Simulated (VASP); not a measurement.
VASP runs on TaV₂ (space group Fd-3m) share one base input (PBEsol GGA, plane waves, VASP's PBE PAW potentials (set 64)) and change the settings named in each case.

INCAR:
```
SYSTEM = TaV2
PREC = Accurate
ENCUT = 300
EDIFF = 1E-6
NELM = 100
ALGO = Normal
LREAL = .FALSE.
LASPH = .TRUE.
ISMEAR = -1
SIGMA = 0.1
GGA = PS
LMAXMIX = 6
LWAVE = .FALSE.
LCHARG = .FALSE.
ISIF = 2
ISPIN = 2
MAGMOM = 0.0 0.0 2.0 2.0 2.0 2.0
LORBIT = 11
```

**KPOINTS**
```
Automatic mesh
0
Gamma
5 5 5
0 0 0
```

### POSCAR
```
TaV2
1
    0.0000000000     3.5800000000     3.5800000000
    3.5800000000     0.0000000000     3.5800000000
    3.5800000000     3.5800000000     0.0000000000
Ta V
2 4
Direct
  0.0000000000   0.0000000000   0.0000000000
  0.2500000000   0.2500000000   0.2500000000
  0.6250000000   0.6250000000   0.6250000000
  0.1250000000   0.6250000000   0.6250000000
  0.6250000000   0.6250000000   0.1250000000
  0.6250000000   0.1250000000   0.6250000000
```

POTCAR, in this order: Ta_pv V_sv (PBE.64 set). Program: vasp_std.

```csv
change,E(σ→0) (eV/atom),pressure (GPa),−TS (eV)
base run,-10.7078,-9.08,-0.2405
"GGA removed, POTCAR Ta_pv V_sv (LDA.64 set)",-10.9700,-14.07,-0.2387
"GGA_COMPAT = .FALSE., ISPIN removed, LNONCOLLINEAR = .TRUE., LSORBIT = .TRUE., MAGMOM = 0.0 0.0 0.0 0.0 0.0 0.0 0.0 0.0 2.0 0.0 0.0 2.0 0.0 0.0 2.0 0.0 0.0 2.0, program vasp_ncl",-10.9511,[?],[?]
KPOINTS 1×1×1 Γ-centred mesh,-11.0099,-21.14,-0.1462
```

Some entries are withheld; supply them.

- GGA_COMPAT = .FALSE., ISPIN removed, LNONCOLLINEAR = .TRUE., LSORBIT = .TRUE., MAGMOM = 0.0 0.0 0.0 0.0 0.0 0.0 0.0 0.0 2.0 0.0 0.0 2.0 0.0 0.0 2.0 0.0 0.0 2.0, program vasp_ncl, pressure (GPa): -9.24
- GGA_COMPAT = .FALSE., ISPIN removed, LNONCOLLINEAR = .TRUE., LSORBIT = .TRUE., MAGMOM = 0.0 0.0 0.0 0.0 0.0 0.0 0.0 0.0 2.0 0.0 0.0 2.0 0.0 0.0 2.0 0.0 0.0 2.0, program vasp_ncl, −TS (eV): -0.2278

Energies of different potentials or functionals have different zeros.  Unless said otherwise, spin-orbit coupling is left out, though it shifts the bands of the heavy elements here. At 300 eV the pressure can carry a Pulay error.

Left out are runs that ran out of time, are held back, or changed the cell or the kind of run, fixed moments of cells without a moment, rows past the twelfth, gaps on odd meshes, pressures of charged cells and columns that move by less than the noise.

The structure comes from a measured TaV2 entry of the Crystallography Open Database, whose conditions weren't checked. The cell was not relaxed at this level.
